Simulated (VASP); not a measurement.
Level of theory: LDA (Ceperley-Alder, Perdew-Zunger), VASP's LDA PAW potentials (set 64) (plane waves; VASP 6.6.1).

Input for VASP

File POSCAR:
```
Cr
1.0
  2.7831790686   0.0000000000   0.0000000000
  0.0000000000   2.7831790686   0.0000000000
  0.0000000000   0.0000000000   2.7831790686
Cr
2
Cartesian
  0.0000000000   0.0000000000   0.0000000000
  1.3915895343   1.3915895343   1.3915895343
```

**INCAR**
```
ALGO = Normal
EDIFF = 1E-7
ENCUT = 530
IBRION = 6
ISIF = 3
ISMEAR = 1
LASPH = .TRUE.
LCHARG = .FALSE.
LMAXMIX = 4
LREAL = .FALSE.
LWAVE = .FALSE.
NELM = 100
NFREE = 2
NSW = 1
POTIM = 0.015
PREC = Accurate
SIGMA = 0.1
SYSTEM = Cr
```

**KPOINTS**
```
Automatic mesh
0
Gamma
12 12 12
0 0 0
```

POTCAR, in this order: Cr_pv (LDA.64 set). Program: vasp_std.

**Question.** What will the output report for the number of irreducible k-points (NKPTS), number of bands (NBANDS), largest plane-wave count, number of space-group operations, FFT grid (NGX, NGY, NGZ)?

**Answer.** 
```
Quantity                                       Value
--------------------------------------  ------------
number of irreducible k-points (NKPTS)            84
number of bands (NBANDS)                          16
largest plane-wave count                         624
number of space-group operations                  48
FFT grid (NGX, NGY, NGZ)                24 × 24 × 24
```

The compound is Cr in the bcc, AFM order structure. It was relaxed first, which changed the volume by -10 %. The run is not spin-polarised, so no magnetic state was tried.
